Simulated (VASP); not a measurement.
Input:

```
Al3InAs4
1.0
    5.83992     0.00000     0.00000
    0.00000     5.83992     0.00000
    0.00000     0.00000     5.83992
In As Al
1 4 3
Direct
  0.00000   0.00000   0.00000
  0.26052   0.26052   0.26052
  0.73948   0.73948   0.26052
  0.73948   0.26052   0.73948
  0.26052   0.73948   0.73948
  0.50000   0.50000   0.00000
  0.50000   0.00000   0.50000
  0.00000   0.50000   0.50000
```

Method: PBE GGA, VASP's PBE PAW potentials (set 64) (plane waves; VASP). Run with 400 eV cut-off, Gaussian smearing of 0.050 eV, potentials In_d As Al.

Unless said otherwise, spin-orbit coupling is left out, though it shifts the bands of the heavy elements here.

Give the energies of bands 12 to 25 at the high-symmetry points, in eV from the valence-band maximum.

| band | Γ | X | M | R |
|---|---|---|---|---|
| 12 | -5.34 | -3.46 | -4.49 | -5.35 |
| 13 | -2.17 | -3.27 | -4.41 | -5.35 |
| 14 | -2.17 | -2.87 | -2.77 | -1.05 |
| 15 | -2.17 | -2.82 | -2.74 | -1.05 |
| 16 | -2.04 | -2.70 | -2.64 | -0.95 |
| 17 | -2.04 | -2.70 | -2.64 | -0.95 |
| 18 | -2.04 | -1.43 | -1.22 | -0.95 |
| 19 | 0.00 | -1.43 | -0.87 | -0.51 |
| 20 | 0.00 | -1.07 | -0.69 | -0.51 |
| 21 | 0.00 | -1.07 | -0.69 | -0.51 |
| 22 | 1.15 | 2.38 | 2.95 | 1.43 |
| 23 | 1.63 | 2.63 | 2.95 | 1.77 |
| 24 | 1.63 | 3.27 | 3.07 | 1.77 |
| 25 | 1.63 | 3.44 | 3.55 | 1.77 |

The gap is direct, 1.15 eV, from the valence maximum at Γ to the conduction minimum at Γ.

The structure was generated: Al3InAs4 was put into an ordered model structure (P-43m), which need not be its known phase. It was relaxed first.
